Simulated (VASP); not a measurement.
OSZICAR of a VASP run on Hf (hcp):

File OSZICAR:
```
       N       E                     dE             d eps       ncg     rms          rms(c)
DAV:   1     0.476711600177E+02    0.47671E+02   -0.11693E+04  2360   0.135E+03
DAV:   2    -0.185088809952E+02   -0.66180E+02   -0.64978E+02  2916   0.269E+02
DAV:   3    -0.205497350838E+02   -0.20409E+01   -0.20246E+01  3210   0.311E+01
DAV:   4    -0.205672788929E+02   -0.17544E-01   -0.17538E-01  2688   0.366E+00
DAV:   5    -0.205675727449E+02   -0.29385E-03   -0.29381E-03  3298   0.375E-01    0.652E+01
DAV:   6    -0.200425375389E+02    0.52504E+00   -0.50729E-01  2532   0.550E+00    0.386E+01
DAV:   7    -0.198592167948E+02    0.18332E+00   -0.85139E-01  2508   0.682E+00    0.199E+00
DAV:   8    -0.198493126717E+02    0.99041E-02   -0.56523E-02  2622   0.182E+00    0.230E-01
DAV:   9    -0.198494157351E+02   -0.10306E-03   -0.11798E-03  3300   0.276E-01    0.207E-01
DAV:  10    -0.198494026840E+02    0.13051E-04   -0.66753E-05  2722   0.655E-02    0.306E-01
DAV:  11    -0.198494044835E+02   -0.17996E-05   -0.90579E-06  3048   0.251E-02    0.163E-02
DAV:  12    -0.198494048147E+02   -0.33117E-06   -0.70833E-07  3146   0.647E-03    0.932E-03
DAV:  13    -0.198494046517E+02    0.16302E-06   -0.25532E-08  1920   0.142E-03    0.335E-03
DAV:  14    -0.198494045821E+02    0.69569E-07   -0.40101E-09  1758   0.638E-04
   1 F= -.20636962E+02 E0= -.20636823E+02  d E =-.206370E+02
       N       E                     dE             d eps       ncg     rms          rms(c)
DAV:   1    -0.198497989963E+02   -0.39434E-03   -0.19862E-02  2394   0.117E+00    0.123E-01
DAV:   2    -0.198495817023E+02    0.21729E-03   -0.31231E-04  3096   0.140E-01    0.558E-02
DAV:   3    -0.198495126014E+02    0.69101E-04   -0.78876E-05  3154   0.627E-02    0.477E-02
DAV:   4    -0.198495015335E+02    0.11068E-04   -0.27705E-05  3334   0.379E-02    0.213E-02
DAV:   5    -0.198495017587E+02   -0.22528E-06   -0.16509E-06  2844   0.960E-03    0.213E-03
DAV:   6    -0.198495017755E+02   -0.16708E-07   -0.36454E-08  1650   0.151E-03
   2 F= -.20637037E+02 E0= -.20636921E+02  d E =-.754720E-04
```

Question: Which electronic solver shows in the log?

Answer: It is blocked Davidson (ALGO = Normal, or the opening steps of other solvers). The INCAR had ALGO = Normal.

Question: Can the final energy be trusted as converged?

Answer: Self-consistency was reached. It stopped with EDIFF = 1E-7, NELM = 100, NSW = 30 and EDIFFG = -0.01 after 2 ionic steps (PBE GGA with D3 dispersion (zero damping), plane waves, VASP's PBE PAW potentials (set 64)).

The compound is Hf in the hcp structure. This cell is one point of a volume scan, at 1.03 of the reference volume. Symmetry was kept, so distortions that lower it aren't found.
